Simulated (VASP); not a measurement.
A convergence study with VASP on Cu₂O (cuprite): a few settings are varied, all else stays as given below, so the limit is that of these other settings. The cell's lengths are 1 % over those of the tabulated start and one atom is moved, so it is off equilibrium.

```xyz
6
Lattice="4.3127 0.0000 0.0000 0.0000 4.3127 0.0000 0.0000 0.0000 4.3127" Properties=species:S:1:pos:R:3 pbc="T T T"
Cu     3.2345     1.0782     3.2345
Cu     1.0782     3.2345     3.2345
Cu     3.2345     3.2345     1.0782
Cu     1.0782     1.0782     1.0782
O      0.0000     0.0000     0.0000
O      2.2170     2.1564     2.1564
```

These are LDA (Ceperley-Alder, Perdew-Zunger), VASP's LDA PAW potentials (set 64) (plane waves; VASP) values and carry that method's errors. The last row used: 700 eV cut-off, 4×4×4 Γ-centred mesh, Gaussian smearing of 0.050 eV, potentials Cu O.

| setting | E (eV/atom) | pressure (GPa) | largest force (eV/Å) | electronic steps |
|---|---|---|---|---|
| ALGO = Normal, EDIFF = 1E-2 | -5.3835 | -8.63 | 0.958 | 11 |
| ALGO = Normal, EDIFF = 1E-3 | -5.3835 | -6.93 | 0.892 | 12 |
| ALGO = Normal, EDIFF = 1E-4 | -5.3835 | -12.53 | 0.889 | 14 |
| ALGO = Normal, EDIFF = 1E-5 | -5.3835 | -11.06 | 0.894 | 16 |
| ALGO = Normal, EDIFF = 1E-6 | -5.3835 | -11.06 | 0.895 | 16 |
| ALGO = Normal, EDIFF = 1E-7 | -5.3835 | -10.97 | 0.895 | 18 |
| ALGO = Normal, EDIFF = 1E-8 | -5.3835 | -10.97 | 0.894 | 19 |
| ALGO = Normal, EDIFF = 1E-9 | -5.3835 | -10.96 | 0.894 | 21 |
| ALGO = Fast, EDIFF = 1E-2 | -5.3838 | -7.95 | 0.911 | 11 |
| ALGO = Fast, EDIFF = 1E-3 | -5.3836 | -11.24 | 0.893 | 13 |
| ALGO = Fast, EDIFF = 1E-4 | -5.3835 | -10.91 | 0.894 | 15 |
| ALGO = Fast, EDIFF = 1E-5 | -5.3835 | -11.03 | 0.894 | 16 |
| ALGO = Fast, EDIFF = 1E-6 | -5.3835 | -10.99 | 0.894 | 18 |
| ALGO = Fast, EDIFF = 1E-7 | -5.3835 | -10.96 | 0.894 | 20 |
| ALGO = Fast, EDIFF = 1E-8 | -5.3835 | -10.96 | 0.894 | 21 |
| ALGO = Fast, EDIFF = 1E-9 | -5.3835 | -10.96 | 0.894 | 23 |
| ALGO = All, EDIFF = 1E-2 | -5.3833 | -11.14 | 0.896 | 14 |
| ALGO = All, EDIFF = 1E-3 | -5.3834 | -9.83 | 0.893 | 15 |
| ALGO = All, EDIFF = 1E-4 | -5.3835 | -10.89 | 0.897 | 17 |
| ALGO = All, EDIFF = 1E-5 | -5.3835 | -11.00 | 0.895 | 19 |
| ALGO = All, EDIFF = 1E-6 | -5.3835 | -10.98 | 0.894 | 21 |
| ALGO = All, EDIFF = 1E-7 | -5.3835 | -10.96 | 0.894 | 24 |
| ALGO = All, EDIFF = 1E-8 | -5.3835 | -10.96 | 0.894 | 26 |
| ALGO = All, EDIFF = 1E-9 | -5.3835 | -10.96 | 0.894 | 29 |

Left out are rungs that failed or repeat a setting and relaxations that didn't move; long series are thinned to 24 rows.

The compound is Cu2O in the cuprite structure. The cell was not relaxed at this level, it is distorted from the ideal structure.
